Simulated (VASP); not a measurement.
Input:

```
BeS
1.0
    0.00000     2.19430     2.19430
    2.19430     0.00000     2.19430
    2.19430     2.19430     0.00000
Be S
1 1
Direct
  0.00000   0.00000   0.00000
  0.50000   0.50000   0.50000
```

Computed with PBEsol GGA, VASP's PBE PAW potentials (set 64) (plane waves; VASP). Run with 500 eV cut-off, 10×10×10 Γ-centred mesh, Gaussian smearing of 0.050 eV, potentials Be S.

Problem. Predict the energy per atom (σ→0), pressure.

Solution. 
```
Property                       Result
---------------------  --------------
energy per atom (σ→0)  -4.706 eV/atom
pressure                   199.6 kbar
```

Total energies compare only between runs with the same potentials, cut-off and functional.

The structure was generated: BeS was put into the rock salt type (Fm-3m), which need not be its known phase. It was relaxed first under an external pressure of 20 GPa.
